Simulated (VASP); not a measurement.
## KTaO3: the band gap up a ladder of functionals

Wanted: bands and gap of KTaO3 from one functional after another. The levels: LDA, PBE, r2SCAN, TB-mBJ, SCAN, AM05, HSE06, PBE0, B3LYP, PBE + SOC and TB-mBJ + SOC. The start is a cell from a database of measured crystal structures.

Calculated with VASP 6.6.1; LDA; plane waves and PAW (K_sv, Ta_pv, O), in the first sound run; inputs show where later runs differ.

### 1. Starting point

The structure is cubic, space group Pm-3m (No. 221). The conventional cell has a = 3.988 Å, b = 3.988 Å, c = 3.988 Å, α = 90.00°, β = 90.00°, γ = 90.00°. Nearest to K lie 12 O at 2.82 Å. Nearest to Ta lie 6 O at 1.99 Å. Nearest to O lie 2 Ta at 1.99 Å and 4 K at 2.82 Å. Farther neighbours and most contacts between anions are not listed.

### 2. Bands with LDA, k 4×4×4

The mesh alone shows little of the dispersion and can miss band extrema, so KPOINTS_OPT adds a path through the symmetry points after the self-consistent cycle. LDA, the lowest rung, knows the local density alone.

File INCAR:

```
SYSTEM = KTaO3
PREC = Accurate
ENCUT = 520
EDIFF = 1E-06
NELM = 100
ISMEAR = 0
SIGMA = 0.02
LREAL = .FALSE.
ALGO = Normal
GGA = CA
NBANDS = 34
LORBIT = 11
LWAVE = .FALSE.
LCHARG = .FALSE.
KPAR = 8
```

File POSCAR:

```
KTaO3
1.0
    3.9883000000      0.0000000000      0.0000000000
    0.0000000000      3.9883000000      0.0000000000
    0.0000000000      0.0000000000      3.9883000000
K Ta O
1 1 3
Direct
    0.5000000000      0.5000000000      0.5000000000
    0.0000000000      0.0000000000      0.0000000000
    0.5000000000      0.0000000000      0.0000000000
    0.0000000000      0.5000000000      0.0000000000
    0.0000000000      0.0000000000      0.5000000000
```

File KPOINTS:

```
Automatic mesh
0
Gamma
4 4 4
0 0 0
```

File KPOINTS_OPT:

```
Line mode
16
Line-mode
Reciprocal
  0.00000000   0.00000000   0.00000000 GAMMA
  0.00000000   0.50000000   0.00000000 X

  0.00000000   0.50000000   0.00000000 X
  0.50000000   0.50000000   0.00000000 M

  0.50000000   0.50000000   0.00000000 M
  0.00000000   0.00000000   0.00000000 GAMMA

  0.00000000   0.00000000   0.00000000 GAMMA
  0.50000000   0.50000000   0.50000000 R

  0.50000000   0.50000000   0.50000000 R
  0.00000000   0.50000000   0.00000000 X

  0.50000000   0.50000000   0.00000000 M
  0.50000000   0.50000000   0.50000000 R
```

PAW data sets: K_sv, Ta_pv and O (PBE family, release 64).

Launch:

```bash
$ mpirun -np 8 vasp_std
```

Numbers of over 12 decimals in the logs are rounded to 6 here.

The program printed:

```text
[banner, memory and clock lines left out]
running    8 mpi-ranks, on    1 nodes
 distrk:  each k-point on    1 cores,    8 groups
 distr:  one band on    1 cores,    1 groups

 POSCAR found type information on POSCAR K TaO
 POSCAR found :  3 types and       5 ions
|                                                                             |
|           W    W    AA    RRRRR   N    N  II  N    N   GGGG   !!!           |
|           W    W   A  A   R    R  NN   N  II  NN   N  G    G  !!!           |
|           W    W  A    A  R    R  N N  N  II  N N  N  G       !!!           |
|           W WW W  AAAAAA  RRRRR   N  N N  II  N  N N  G  GGG   !            |
|           WW  WW  A    A  R   R   N   NN  II  N   NN  G    G                |
|           W    W  A    A  R    R  N    N  II  N    N   GGGG   !!!           |
|                                                                             |
|     For optimal performance we recommend to set                             |
|       NCORE = 2 up to number-of-cores-per-socket                            |
|     NCORE specifies how many cores store one orbital (NPAR=cpu/NCORE).      |
|     This setting can greatly improve the performance of VASP for DFT.       |
|     The default, NCORE=1 might be grossly inefficient on modern             |
|     multi-core architectures or massively parallel machines. Do your        |
|     Unfortunately you need to use the default for GW and RPA                |
|     calculations (for HF NCORE is supported but not extensively tested      |
|     yet).                                                                   |
|                                                                             |

|                                                                             |
|               ----> ADVICE to this user running VASP <----                  |
|                                                                             |
|     You enforced a specific xc type in the INCAR file but a different       |
|     [... a line on the potential file left out ...]
|     I HOPE YOU KNOW WHAT YOU ARE DOING!                                     |
|                                                                             |

 LDA part: xc-table for (Slater(with rela. corr.)+CA(PZ))
 , standard interpolation
 POSCAR, INCAR and KPOINTS ok, starting setup
 FFT: planning ... GRIDC
 FFT: planning ... GRID_SOFT
 FFT: planning ... GRID
 WAVECAR not read
 entering main loop
       N       E                     dE             d eps       ncg     rms          rms(c)
DAV:   1     0.306183688813E+03    0.30618E+03   -0.19447E+04   680   0.111E+03
DAV:   2    -0.334183254684E+02   -0.33960E+03   -0.32371E+03   776   0.340E+02
DAV:   3    -0.524009482374E+02   -0.18983E+02   -0.18795E+02   884   0.772E+01
DAV:   4    -0.531467400537E+02   -0.74579E+00   -0.74288E+00  1002   0.966E+00
DAV:   5    -0.531546340699E+02   -0.78940E-02   -0.78937E-02   818   0.918E-01    0.342E+01
DAV:   6    -0.455406092680E+02    0.76140E+01   -0.17752E+01   756   0.304E+01    0.132E+01
DAV:   7    -0.452653093666E+02    0.27530E+00   -0.14739E+00   826   0.697E+00    0.983E+00
DAV:   8    -0.451832814464E+02    0.82028E-01   -0.49890E-01   804   0.460E+00    0.343E+00
DAV:   9    -0.451524067980E+02    0.30875E-01   -0.54091E-02   792   0.157E+00    0.250E-01
DAV:  10    -0.451510633543E+02    0.13434E-02   -0.10664E-02   886   0.585E-01    0.127E-01
DAV:  11    -0.451509012212E+02    0.16213E-03   -0.78604E-04   826   0.152E-01    0.560E-02
DAV:  12    -0.451508998533E+02    0.13679E-05   -0.22058E-05   838   0.336E-02    0.374E-02
DAV:  13    -0.451508955798E+02    0.42735E-05   -0.16248E-05   798   0.225E-02    0.281E-03
DAV:  14    -0.451508956139E+02   -0.34062E-07   -0.21075E-07   432   0.287E-03
   1 F= -.45150896E+02 E0= -.45150896E+02  d E =-.200954E-33
 Start KPOINTS_OPT (optional k-point list driver)
k-point batch [1-10\96]
       N       E                     dE             ncg
DAV:   1    -0.528811882464E+03   -0.27365E+04      680
DAV:   2    -0.377427062172E+04   -0.32455E+04      808
DAV:   3    -0.395587355658E+04   -0.18160E+03      840
DAV:   4    -0.396349494767E+04   -0.76214E+01      934
DAV:   5    -0.396355814141E+04   -0.63194E-01      818
DAV:   6    -0.396355967790E+04   -0.15365E-02      980
DAV:   7    -0.396355968533E+04   -0.74319E-05      774
DAV:   8    -0.396355968547E+04   -0.14632E-06      606
[...]
k-point batch [91-96\96]
       N       E                     dE             ncg
DAV:   1     0.503098638816E+04   -0.92925E+04      408
DAV:   2     0.300454081073E+04   -0.20264E+04      460
DAV:   3     0.289292145558E+04   -0.11162E+03      592
DAV:   4     0.289035358035E+04   -0.25679E+01      528
DAV:   5     0.289032033012E+04   -0.33250E-01      536
DAV:   6     0.289031967606E+04   -0.65406E-03      514
DAV:   7     0.289031967146E+04   -0.46045E-05      552
DAV:   8     0.289031967134E+04   -0.12013E-06      366
```

Wall time 12 s (8 MPI ranks of AMD EPYC 9R45, shared host); peak memory 1.4 GiB; 90 s of CPU time.

The logs omit lines about the potential files and the build; timing stands in the text.

Parts of OUTCAR (step 2):

```text
ion  position               nearest neighbor table
   1  0.500  0.500  0.500-   3 2.82   4 2.82   5 2.82   3 2.82   4 2.82   3 2.82   5 2.82   3 2.82
                             4 2.82   5 2.82   4 2.82   5 2.82   2 3.45   2 3.45   2 3.45   2 3.45
   2  0.000  0.000  0.000-   3 1.99   4 1.99   5 1.99   5 1.99   4 1.99   3 1.99   1 3.45   1 3.45
                             1 3.45   1 3.45   1 3.45   1 3.45   1 3.45   1 3.45
   3  0.500  0.000  0.000-   2 1.99   2 1.99   1 2.82   1 2.82   1 2.82   1 2.82
   4  0.000  0.500  0.000-   2 1.99   2 1.99   1 2.82   1 2.82   1 2.82   1 2.82
   5  0.000  0.000  0.500-   2 1.99   2 1.99   1 2.82   1 2.82   1 2.82   1 2.82

  LATTYP: Found a simple cubic cell.
 ALAT       =     3.9883000000

 Subroutine GETGRP returns: Found 48 space group operations
 (whereof 48 operations were pure point group operations)

The static configuration has the point symmetry O_h .

 Found     10 irreducible k-points:

   k-points           NKPTS =     10   k-points in BZ     NKDIM =     10   number of bands    NBANDS=     34

   dimension x,y,z NGX =    30 NGY =   30 NGZ =   30
   dimension x,y,z NGXF=    60 NGYF=   60 NGZF=   60

   ENCUT  =  520.0 eV  38.22 Ry    6.18 a.u.   7.42  7.42  7.42*2*pi/ulx,y,z

   NELECT =      38.0000    total number of electrons

 k-points in reciprocal lattice and weights: Automatic mesh
   0.00000000  0.00000000  0.00000000       0.016
   0.25000000  0.00000000  0.00000000       0.094
   0.50000000  0.00000000  0.00000000       0.047
   0.25000000  0.25000000  0.00000000       0.188
   0.50000000  0.25000000  0.00000000       0.188
   0.50000000  0.50000000  0.00000000       0.047
   0.25000000  0.25000000  0.25000000       0.125
   0.50000000  0.25000000  0.25000000       0.188
   0.50000000  0.50000000  0.25000000       0.094
   0.50000000  0.50000000  0.50000000       0.016

 average (electrostatic) potential at core
       1 -32.5135       2 -40.5244       3 -71.7848       4 -71.7848       5 -71.7848

 E-fermi :   1.6036

 k-point     1 :       0.0000    0.0000    0.0000
  band No.  band energies     occupation
    ...
     15       0.3583      2.00000
     16       0.3583      2.00000
     17       0.8155      2.00000
     18       0.8155      2.00000
     19       0.8155      2.00000
     20       3.4452      0.00000
     21       3.4452      0.00000
     22       3.4452      0.00000
     23       7.8091      0.00000
     24       8.1978      0.00000
    ...

 k-point     2 :       0.2500    0.0000    0.0000
  band No.  band energies     occupation
    ...
     15      -0.3999      2.00000
     16      -0.2656      2.00000
     17       0.1034      2.00000
     18       0.6503      2.00000
     19       0.6503      2.00000
     20       3.5260      0.00000
     21       4.9871      0.00000
     22       4.9871      0.00000
     23       8.2222      0.00000
     24       8.7055      0.00000
    ...

 k-point     3 :       0.5000    0.0000    0.0000
  band No.  band energies     occupation
    ...
     15      -0.9056      2.00000
     16      -0.7536      2.00000
     17      -0.1295      2.00000
     18       0.5843      2.00000
     19       0.5843      2.00000
     20       3.6105      0.00000
     21       6.3659      0.00000
     22       6.3659      0.00000
     23       8.2377      0.00000
     24       9.8430      0.00000
    ...

  Total       -1.6003886     -1.6003886     -1.6003886     -0.0000000     -0.0000000      0.0000000
  in kB      -40.4177915    -40.4177915    -40.4177915     -0.0000000     -0.0000000      0.0000000
  external PRESSURE =     -40.4177915 kB  Pullay stress =       0.0000000 kB

  energy-cutoff  :      520.00
  volume of cell :       63.44
      direct lattice vectors                 reciprocal lattice vectors
     3.988300000  0.000000000  0.000000000     0.250733395  0.000000000  0.000000000
     0.000000000  3.988300000  0.000000000     0.000000000  0.250733395  0.000000000
     0.000000000  0.000000000  3.988300000     0.000000000  0.000000000  0.250733395

 POSITION                                       TOTAL-FORCE (eV/Angst)
 -----------------------------------------------------------------------------------
      1.99415      1.99415      1.99415         0.000000      0.000000      0.000000
      0.00000      0.00000      0.00000         0.000000      0.000000      0.000000
      1.99415      0.00000      0.00000         0.000000      0.000000      0.000000
      0.00000      1.99415      0.00000         0.000000      0.000000      0.000000
      0.00000      0.00000      1.99415         0.000000      0.000000      0.000000
 -----------------------------------------------------------------------------------
    total drift:                                0.000000     -0.000000      0.000000

  FREE ENERGIE OF THE ION-ELECTRON SYSTEM (eV)
  ---------------------------------------------------
  free  energy   TOTEN  =       -45.1508956139 eV

  energy  without entropy=      -45.1508956139  energy(sigma->0) =      -45.15089561

 total charge
# of ion       s       p       d       tot
------------------------------------------
    1        1.957   5.536   0.050   7.543
    2        0.342   6.361   2.081   8.784
    3        1.549   3.495   0.000   5.044
    4        1.549   3.495   0.000   5.044
    5        1.549   3.495   0.000   5.044
--------------------------------------------------
tot          6.946  22.381   2.131  31.458

[... 3 further parts left out ...]
```

Spin-orbit coupling is off here; with elements this heavy it splits and shifts levels by tenths of an eV or more. The PAW data sets were made with PBE, though LDA sets exist; this is a small mismatch. At this level the cell is under a tension of 4.0 GPa, so at these settings it is away from equilibrium.

This step gave:

| Item | Value |
| --- | --- |
| SCF cycles | 14 |
| electrons | 38 |
| bands | 34 |
| irreducible k-points | 10 |
| symmetry operations | 48 |
| free energy (TOTEN) | -45.15 eV |
| Fermi energy | 1.604 eV |
| pressure | -4.042 GPa |
| metallic | no |
| least gap on mesh and path | 2.009 eV |
| least direct gap on mesh and path | 2.630 eV |
| valence top at k | 0.5, 0.5, 0.5 |
| conduction bottom at k | 0, 0, 0 |
| least direct gap at k | 0, 0, 0 |

Electronic bands along the path, in eV, zero at the valence-band top; v1 is the highest filled band, c1 the lowest empty one:

```
          point     v4     v3     v2     v1    c1    c2    c3    c4
              Γ  -1.08  -0.62  -0.62  -0.62  2.01  2.01  2.01  6.37
0.53 of the way  -1.76  -1.36  -0.79  -0.79  2.10  3.70  3.70  6.79
              X  -2.19  -1.57  -0.85  -0.85  2.17  4.93  4.93  6.80
0.47 of the way  -1.68  -1.40  -1.39  -0.62  3.51  4.95  5.36  7.50
              M  -1.64  -1.45  -1.45  -0.04  4.97  4.97  6.25  7.65
0.47 of the way  -1.61  -1.35  -1.33  -0.62  3.67  3.82  4.54  7.38
              Γ  -1.08  -0.62  -0.62  -0.62  2.01  2.01  2.01  6.37
0.47 of the way  -2.94  -0.89  -0.89  -0.63  4.12  4.26  4.26  8.52
              R  -3.96   0.00   0.00   0.00  6.40  6.40  6.40  8.72
0.47 of the way  -3.17  -0.75  -0.61  -0.39  4.68  5.50  5.61  9.57
              X  -2.19  -1.57  -0.85  -0.85  2.17  4.93  4.93  6.80
      jump to M  -1.64  -1.45  -1.45  -0.04  4.97  4.97  6.25  7.65
0.47 of the way  -3.53  -0.64  -0.64  -0.02  5.46  5.46  6.32  8.93
              R  -3.96   0.00   0.00   0.00  6.40  6.40  6.40  8.72
```

The largest weight of each band there:

```
point      v4      v3      v2      v1       c1       c2       c3       c4
    Γ  O 1.00  O 0.96  O 0.96  O 0.96  Ta 0.99  Ta 0.99  Ta 0.99   O 0.53
    X  O 0.95  O 0.98  O 0.95  O 0.95  Ta 1.00  Ta 0.71  Ta 0.71  Ta 0.91
    M  O 0.85  O 0.93  O 0.93  O 1.00  Ta 0.71  Ta 0.71  Ta 0.77  Ta 0.81
    Γ  O 1.00  O 0.96  O 0.96  O 0.96  Ta 0.99  Ta 0.99  Ta 0.99   O 0.53
    R  O 0.60  O 1.00  O 1.00  O 1.00  Ta 0.75  Ta 0.75  Ta 0.75   K 0.79
    X  O 0.95  O 0.98  O 0.95  O 0.95  Ta 1.00  Ta 0.71  Ta 0.71  Ta 0.91
```

The gap is 2.01 eV, indirect, from R to Γ.

(Continued in part 2 of 5.)

[Lines on the potential files, build, host, timing and source positions are cut from VASP's logs without a mark.]

[Logs are printed without paths, hosts, clocks, repeated set-up lines and the standing remarks that a program may print on its own settings, such as how far it seeks lower states.]

[Hosts, paths, dates, database ids (printed as entryN), source tags and the programs' standing remarks are cut or masked in the printed files.]

[Measured values are set beside computed ones only where the two were judged alike; some that the calculation misses by far are left out.]

[In band tables of VASP the shares of atoms and orbitals are scaled to a sum of 1 inside the atoms' spheres.]
